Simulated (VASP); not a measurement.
Level of theory: PBEsol GGA, VASP's PBE PAW potentials (set 64) (plane waves; VASP 6.6.1).

Input for VASP

### INCAR
```
SYSTEM = InGaAs2
PREC = Accurate
ENCUT = 530
EDIFF = 1E-7
NELM = 100
ALGO = Normal
LREAL = .FALSE.
LASPH = .TRUE.
ISMEAR = 1
SIGMA = 0.1
GGA = PS
LMAXMIX = 4
LWAVE = .FALSE.
LCHARG = .FALSE.
IBRION = 6
ISIF = 3
NFREE = 2
POTIM = 0.015
NSW = 1
```

File POSCAR:
```
InGaAs2
4.1484620
  0.9999998899   0.0000000000   0.0000000000
  0.0000000000   0.9999998899   0.0000000000
  0.0000000000   0.0000000000   1.4211189706
In Ga As
1 1 2
Cartesian
  0.0000000000   0.0000000000   0.7105594853
  0.4999999449   0.4999999449   0.0000000000
  0.4999999449   0.0000000000   1.0940964140
  0.0000000000   0.4999999449   0.3270225567
```

### KPOINTS
```
kpoints
0
G
7 7 5
```

POTCAR, in this order: In_d Ga_d As (PBE.64 set). Program: vasp_std.

The resulting files:

**OSZICAR**
```
...
       N       E                     dE             d eps       ncg     rms          rms(c)
DAV:   1    -0.174902365742E+02    0.48553E-02   -0.20543E+00  3762   0.883E+00    0.125E-01
DAV:   2    -0.174954423571E+02   -0.52058E-02   -0.53803E-02  4904   0.212E+00    0.654E-02
DAV:   3    -0.174954414447E+02    0.91240E-06   -0.63622E-04  3984   0.295E-01    0.431E-02
DAV:   4    -0.174954222206E+02    0.19224E-04   -0.13107E-04  3880   0.193E-01    0.140E-02
DAV:   5    -0.174954235952E+02   -0.13746E-05   -0.21724E-05  3842   0.515E-02    0.151E-02
DAV:   6    -0.174954235568E+02    0.38405E-07   -0.19444E-06  4530   0.179E-02    0.832E-03
DAV:   7    -0.174954236327E+02   -0.75929E-07   -0.38023E-07  3248   0.721E-03
  18 F= -.17495424E+02 E0= -.17495384E+02  d E =-.120209E-03
       N       E                     dE             d eps       ncg     rms          rms(c)
DAV:   1    -0.174905346161E+02    0.48889E-02   -0.19477E+00  3678   0.647E+00    0.848E-02
DAV:   2    -0.174953874218E+02   -0.48528E-02   -0.48716E-02  4226   0.125E+00    0.432E-02
DAV:   3    -0.174954258380E+02   -0.38416E-04   -0.60734E-04  4314   0.192E-01    0.242E-02
DAV:   4    -0.174954232521E+02    0.25859E-05   -0.46609E-05  4926   0.687E-02    0.436E-03
DAV:   5    -0.174954236085E+02   -0.35632E-06   -0.56291E-06  3528   0.326E-02    0.231E-03
DAV:   6    -0.174954236501E+02   -0.41600E-07   -0.33980E-07  3446   0.592E-03
  19 F= -.17495424E+02 E0= -.17495384E+02  d E =-.120197E-03
       N       E                     dE             d eps       ncg     rms          rms(c)
DAV:   1    -0.174909529605E+02    0.44706E-02   -0.16978E+00  2298   0.701E+00    0.811E-02
DAV:   2    -0.174950408589E+02   -0.40879E-02   -0.41119E-02  2940   0.134E+00    0.344E-02
DAV:   3    -0.174950906860E+02   -0.49827E-04   -0.53202E-04  2710   0.186E-01    0.215E-02
DAV:   4    -0.174951064684E+02   -0.15782E-04   -0.41315E-05  2958   0.533E-02    0.562E-03
DAV:   5    -0.174951143506E+02   -0.78822E-05   -0.56118E-06  2428   0.195E-02    0.352E-03
DAV:   6    -0.174951151435E+02   -0.79294E-06   -0.11762E-06  2588   0.677E-03    0.203E-03
DAV:   7    -0.174951158303E+02   -0.68680E-06   -0.18092E-07  1820   0.378E-03    0.558E-04
DAV:   8    -0.174951157303E+02    0.10004E-06   -0.33478E-08  1344   0.191E-03    0.319E-04
DAV:   9    -0.174951156939E+02    0.36342E-07   -0.85859E-09  1206   0.941E-04
  20 F= -.17495116E+02 E0= -.17495078E+02  d E =-.113093E-03
       N       E                     dE             d eps       ncg     rms          rms(c)
DAV:   1    -0.174895101647E+02    0.56056E-02   -0.21530E+00  2370   0.635E+00    0.114E-01
DAV:   2    -0.174951049886E+02   -0.55948E-02   -0.57803E-02  2766   0.126E+00    0.520E-02
DAV:   3    -0.174951276149E+02   -0.22626E-04   -0.95678E-04  2724   0.244E-01    0.279E-02
DAV:   4    -0.174951145473E+02    0.13068E-04   -0.92953E-05  2802   0.721E-02    0.786E-03
DAV:   5    -0.174951154299E+02   -0.88255E-06   -0.95539E-06  2604   0.314E-02    0.423E-03
DAV:   6    -0.174951155784E+02   -0.14851E-06   -0.14019E-06  2498   0.733E-03    0.225E-03
DAV:   7    -0.174951156329E+02   -0.54527E-07   -0.15725E-07  1590   0.413E-03
  21 F= -.17495116E+02 E0= -.17495078E+02  d E =-.113084E-03
       N       E                     dE             d eps       ncg     rms          rms(c)
DAV:   1    -0.174924681304E+02    0.26474E-02   -0.96020E-01  3258   0.545E+00    0.138E-01
DAV:   2    -0.174952641119E+02   -0.27960E-02   -0.29134E-02  4530   0.122E+00    0.414E-02
DAV:   3    -0.174952701500E+02   -0.60381E-05   -0.45278E-04  3894   0.167E-01    0.246E-02
DAV:   4    -0.174952613796E+02    0.87704E-05   -0.50767E-05  4490   0.557E-02    0.800E-03
DAV:   5    -0.174952621951E+02   -0.81559E-06   -0.79024E-06  4074   0.207E-02    0.346E-03
DAV:   6    -0.174952621835E+02    0.11622E-07   -0.35902E-07  3434   0.516E-03
  22 F= -.17495262E+02 E0= -.17495223E+02  d E =-.118893E-03
       N       E                     dE             d eps       ncg     rms          rms(c)
DAV:   1    -0.174942410159E+02    0.10212E-02   -0.25463E-01  3474   0.174E+00    0.183E-01
DAV:   2    -0.174953042753E+02   -0.10633E-02   -0.12262E-02  4004   0.604E-01    0.605E-02
DAV:   3    -0.174952685928E+02    0.35683E-04   -0.28649E-04  4012   0.124E-01    0.273E-02
DAV:   4    -0.174952617782E+02    0.68146E-05   -0.47557E-05  4582   0.540E-02    0.863E-03
DAV:   5    -0.174952621158E+02   -0.33756E-06   -0.64277E-06  3432   0.182E-02    0.279E-03
DAV:   6    -0.174952621790E+02   -0.63254E-07   -0.44772E-07  3858   0.472E-03
  23 F= -.17495262E+02 E0= -.17495223E+02  d E =-.118892E-03
       N       E                     dE             d eps       ncg     rms          rms(c)
DAV:   1    -0.174942522600E+02    0.10099E-02   -0.21797E-01  3174   0.184E+00    0.101E-01
DAV:   2    -0.174953210559E+02   -0.10688E-02   -0.11653E-02  4036   0.620E-01    0.477E-02
DAV:   3    -0.174953070897E+02    0.13966E-04   -0.25160E-04  3984   0.118E-01    0.254E-02
DAV:   4    -0.174953019316E+02    0.51581E-05   -0.41204E-05  4662   0.509E-02    0.541E-03
DAV:   5    -0.174953036461E+02   -0.17145E-05   -0.78172E-06  3462   0.213E-02    0.199E-03
DAV:   6    -0.174953041417E+02   -0.49560E-06   -0.61757E-07  3726   0.539E-03    0.860E-04
DAV:   7    -0.174953045671E+02   -0.42540E-06   -0.10558E-07  2148   0.251E-03    0.179E-04
DAV:   8    -0.174953047288E+02   -0.16166E-06   -0.36713E-08  2160   0.174E-03    0.171E-04
DAV:   9    -0.174953047585E+02   -0.29652E-07   -0.12124E-08  1914   0.122E-03
  24 F= -.17495305E+02 E0= -.17495265E+02  d E =-.119714E-03
       N       E                     dE             d eps       ncg     rms          rms(c)
DAV:   1    -0.174942295692E+02    0.10752E-02   -0.28266E-01  3372   0.189E+00    0.144E-01
DAV:   2    -0.174953756969E+02   -0.11461E-02   -0.13848E-02  4082   0.631E-01    0.616E-02
DAV:   3    -0.174953138476E+02    0.61849E-04   -0.38777E-04  4184   0.147E-01    0.280E-02
DAV:   4    -0.174953042330E+02    0.96145E-05   -0.66227E-05  4318   0.607E-02    0.718E-03
DAV:   5    -0.174953047260E+02   -0.49292E-06   -0.10037E-05  3482   0.236E-02    0.249E-03
DAV:   6    -0.174953047832E+02   -0.57233E-07   -0.51373E-07  3982   0.567E-03
  25 F= -.17495305E+02 E0= -.17495265E+02  d E =-.119713E-03
       N       E                     dE             d eps       ncg     rms          rms(c)
DAV:   1    -0.174940028518E+02    0.13019E-02   -0.22032E-01  2168   0.190E+00    0.127E-01
DAV:   2    -0.174951042845E+02   -0.11014E-02   -0.12262E-02  2698   0.621E-01    0.439E-02
DAV:   3    -0.174950771310E+02    0.27154E-04   -0.25069E-04  2640   0.128E-01    0.251E-02
DAV:   4    -0.174950581895E+02    0.18941E-04   -0.44832E-05  3196   0.531E-02    0.779E-03
DAV:   5    -0.174950547584E+02    0.34311E-05   -0.92570E-06  2492   0.274E-02    0.243E-03
DAV:   6    -0.174950543698E+02    0.38861E-06   -0.12942E-06  2686   0.107E-02    0.183E-03
DAV:   7    -0.174950542836E+02    0.86181E-07   -0.11907E-07  1554   0.337E-03
  26 F= -.17495054E+02 E0= -.17495014E+02  d E =-.119647E-03
       N       E                     dE             d eps       ncg     rms          rms(c)
DAV:   1    -0.174936238208E+02    0.14305E-02   -0.35927E-01  2304   0.243E+00    0.213E-01
DAV:   2    -0.174953490075E+02   -0.17252E-02   -0.19790E-02  2652   0.793E-01    0.631E-02
DAV:   3    -0.174953004115E+02    0.48596E-04   -0.43986E-04  2802   0.194E-01    0.331E-02
DAV:   4    -0.174952890157E+02    0.11396E-04   -0.73843E-05  3022   0.657E-02    0.120E-02
DAV:   5    -0.174952894373E+02   -0.42158E-06   -0.99905E-06  2710   0.328E-02    0.438E-03
DAV:   6    -0.174952895570E+02   -0.11970E-06   -0.10374E-06  2894   0.107E-02    0.308E-03
DAV:   7    -0.174952895581E+02   -0.11037E-08   -0.11845E-07  1560   0.404E-03
  27 F= -.17495290E+02 E0= -.17495257E+02  d E =-.985186E-04
```

### OUTCAR
```
------------------------ aborting loop because EDIFF is reached ----------------------------------------
  FORCE on cell =-STRESS in cart. coord.  units (eV):
  Direction    XX          YY          ZZ          XY          YZ          ZX
  --------------------------------------------------------------------------------------
  Total        0.1698716     -0.0653209      0.1028297      0.0000000      0.0000000      0.0000000
  in kB        2.6825001     -1.0315041      1.6238179      0.0000000      0.0000000      0.0000000
  external PRESSURE =       1.0916046 kB  Pullay stress =       0.0000000 kB
  volume of cell :      101.46
      direct lattice vectors                 reciprocal lattice vectors
     4.148461543  0.000000000  0.000000000     0.241053217  0.000000000  0.000000000
     0.000000000  4.148461543  0.000000000     0.000000000  0.241053217  0.000000000
     0.000000000  0.000000000  5.895458047     0.000000000  0.000000000  0.169622104
 POSITION                                       TOTAL-FORCE (eV/Angst)
 -----------------------------------------------------------------------------------
      0.00000      0.00000      2.94773         0.000000      0.000000     -0.059006
      2.07423      2.07423      0.00000         0.000000      0.000000     -0.056472
      2.07423      0.00000      4.52382         0.000000      0.000000      0.135016
      0.00000      2.07423      1.35664         0.000000      0.000000     -0.019539
 -----------------------------------------------------------------------------------
    total drift:                               -0.000000     -0.000004     -0.000234
  FREE ENERGIE OF THE ION-ELECTRON SYSTEM (eV)
  ---------------------------------------------------
  free  energy   TOTEN  =       -17.4952895581 eV

  energy  without entropy=      -17.4951910395  energy(sigma->0) =      -17.49525672

   1 f  =    7.138184 THz    44.850532 2PiTHz  238.104186 cm-1    29.521143 meV
             X         Y         Z           dx          dy          dz
      0.000000  0.000000  2.947729    -0.048621    0.083941    0.000000
      2.074231  2.074231  0.000000    -0.347561    0.600037    0.000000
      2.074231  0.000000  4.538817     0.040038   -0.613929   -0.000000
      0.000000  2.074231  1.356641     0.355608   -0.069123   -0.000000

   2 f  =    7.138184 THz    44.850532 2PiTHz  238.104186 cm-1    29.521143 meV
             X         Y         Z           dx          dy          dz
      0.000000  0.000000  2.947729    -0.083941   -0.048621    0.000000
      2.074231  2.074231  0.000000    -0.600037   -0.347561    0.000000
      2.074231  0.000000  4.538817     0.069123    0.355608   -0.000000
      0.000000  2.074231  1.356641     0.613929    0.040038   -0.000000

   3 f  =    7.033161 THz    44.190654 2PiTHz  234.601001 cm-1    29.086804 meV
             X         Y         Z           dx          dy          dz
      0.000000  0.000000  2.947729    -0.000000   -0.000000   -0.163930
      2.074231  2.074231  0.000000    -0.000000    0.000000   -0.742171
      2.074231  0.000000  4.538817     0.000000   -0.000000    0.459516
      0.000000  2.074231  1.356641     0.000000    0.000000    0.459516

   4 f  =    6.526051 THz    41.004385 2PiTHz  217.685614 cm-1    26.989564 meV
             X         Y         Z           dx          dy          dz
      0.000000  0.000000  2.947729    -0.566501    0.098968    0.000000
      2.074231  2.074231  0.000000     0.037867   -0.006615    0.000000
      2.074231  0.000000  4.538817     0.794452    0.022692    0.000000
      0.000000  2.074231  1.356641    -0.129894   -0.138791   -0.000000

   5 f  =    6.526051 THz    41.004385 2PiTHz  217.685614 cm-1    26.989564 meV
             X         Y         Z           dx          dy          dz
      0.000000  0.000000  2.947729     0.098968    0.566501   -0.000000
      2.074231  2.074231  0.000000    -0.006615   -0.037867   -0.000000
      2.074231  0.000000  4.538817    -0.138791    0.129894    0.000000
      0.000000  2.074231  1.356641     0.022692   -0.794452    0.000000

   6 f  =    6.079523 THz    38.198770 2PiTHz  202.791063 cm-1    25.142876 meV
             X         Y         Z           dx          dy          dz
      0.000000  0.000000  2.947729    -0.000000   -0.000000    0.000000
      2.074231  2.074231  0.000000     0.000000    0.000000   -0.000000
      2.074231  0.000000  4.538817     0.000000   -0.000000   -0.707107
      0.000000  2.074231  1.356641    -0.000000    0.000000    0.707107

   7 f  =    5.686204 THz    35.727473 2PiTHz  189.671349 cm-1    23.516240 meV
             X         Y         Z           dx          dy          dz
      0.000000  0.000000  2.947729     0.000000    0.000000    0.793769
      2.074231  2.074231  0.000000    -0.000000   -0.000000   -0.490378
      2.074231  0.000000  4.538817    -0.000000    0.000000   -0.254421
      0.000000  2.074231  1.356641     0.000000   -0.000000   -0.254421

   8 f  =    1.726181 THz    10.845915 2PiTHz   57.579198 cm-1     7.138907 meV
             X         Y         Z           dx          dy          dz
      0.000000  0.000000  2.947729    -0.562665    0.047012   -0.000000
      2.074231  2.074231  0.000000     0.552446   -0.046158   -0.000000
      2.074231  0.000000  4.538817    -0.345489   -0.041936   -0.000000
      0.000000  2.074231  1.356641     0.501913    0.028867   -0.000000

   9 f  =    1.726181 THz    10.845915 2PiTHz   57.579198 cm-1     7.138907 meV
             X         Y         Z           dx          dy          dz
      0.000000  0.000000  2.947729     0.047012    0.562665   -0.000000
      2.074231  2.074231  0.000000    -0.046158   -0.552446   -0.000000
      2.074231  0.000000  4.538817     0.028867   -0.501913   -0.000000
      0.000000  2.074231  1.356641    -0.041936    0.345489   -0.000000

  10 f/i=    0.002064 THz     0.012966 2PiTHz    0.068835 cm-1     0.008534 meV
             X         Y         Z           dx          dy          dz
      0.000000  0.000000  2.947729     0.000000    0.000000   -0.585711
      2.074231  2.074231  0.000000     0.000000    0.000000   -0.456850
      2.074231  0.000000  4.538817     0.000000    0.000000   -0.473408
      0.000000  2.074231  1.356641     0.000000    0.000000   -0.473408

  11 f/i=    0.006047 THz     0.037993 2PiTHz    0.201701 cm-1     0.025008 meV
             X         Y         Z           dx          dy          dz
      0.000000  0.000000  2.947729    -0.091544    0.576792    0.000000
      2.074231  2.074231  0.000000    -0.071892    0.452972    0.000000
      2.074231  0.000000  4.538817    -0.074023    0.469074    0.000000
      0.000000  2.074231  1.356641    -0.074448    0.466397    0.000000

  12 f/i=    0.006047 THz     0.037993 2PiTHz    0.201701 cm-1     0.025008 meV
             X         Y         Z           dx          dy          dz
      0.000000  0.000000  2.947729    -0.576792   -0.091544   -0.000000
      2.074231  2.074231  0.000000    -0.452972   -0.071892   -0.000000
      2.074231  0.000000  4.538817    -0.466397   -0.074448   -0.000000
      0.000000  2.074231  1.356641    -0.469074   -0.074023   -0.000000

...
```
(Selected blocks of OUTCAR.)

The structure comes from a computed database's InGaAs2 entry (P-4m2); how it stands against other phases isn't given here. It was relaxed first.
